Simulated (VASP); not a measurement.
OSZICAR of a VASP run on Zr (hcp):

OSZICAR:
```
       N       E                     dE             d eps       ncg     rms          rms(c)
DAV:   1     0.184472883020E+03    0.18447E+03   -0.12036E+04  9504   0.123E+03
DAV:   2    -0.476690229297E+01   -0.18924E+03   -0.18770E+03 11968   0.374E+02
DAV:   3    -0.175294249308E+02   -0.12763E+02   -0.12669E+02 18120   0.695E+01
DAV:   4    -0.177239493149E+02   -0.19452E+00   -0.19440E+00 10296   0.998E+00
DAV:   5    -0.177289604443E+02   -0.50111E-02   -0.50111E-02 14824   0.110E+00    0.144E+01
DAV:   6    -0.170565794151E+02    0.67238E+00   -0.12403E+00  9920   0.964E+00    0.387E+00
DAV:   7    -0.169989508094E+02    0.57629E-01   -0.37570E-01 14200   0.467E+00    0.670E-01
DAV:   8    -0.170122166745E+02   -0.13266E-01   -0.24505E-02 12584   0.104E+00    0.148E-01
DAV:   9    -0.170154974309E+02   -0.32808E-02   -0.43819E-03 15096   0.433E-01    0.116E-01
DAV:  10    -0.170160034600E+02   -0.50603E-03   -0.35499E-04 16056   0.111E-01    0.603E-02
DAV:  11    -0.170162151366E+02   -0.21168E-03   -0.12503E-04 13016   0.856E-02    0.191E-02
DAV:  12    -0.170162444945E+02   -0.29358E-04   -0.30142E-05 14800   0.348E-02    0.978E-03
DAV:  13    -0.170162535457E+02   -0.90512E-05   -0.67456E-06 11120   0.194E-02    0.104E-03
DAV:  14    -0.170162534359E+02    0.10976E-06   -0.36348E-07  6224   0.585E-03
   1 F= -.17016253E+02 E0= -.17015873E+02  d E =-.114200E-02
```

Q: Which electronic solver shows in the log?

A: It is blocked Davidson (ALGO = Normal, or the opening steps of other solvers). The INCAR had ALGO = Normal.

Q: Can the final energy be trusted as converged?

A: Self-consistency was reached. It stopped with EDIFF = 1E-6, NELM = 100 (PBE GGA, plane waves, VASP's PBE PAW potentials (set 64)).

The compound is Zr in the hcp structure. The cell was not relaxed at this level, atoms are displaced from their ideal sites. The run is one of a series of settings (AMIX = 1.0, BMIX = 3.0, IMIX = 4 against the base run), some of them coarse on purpose.
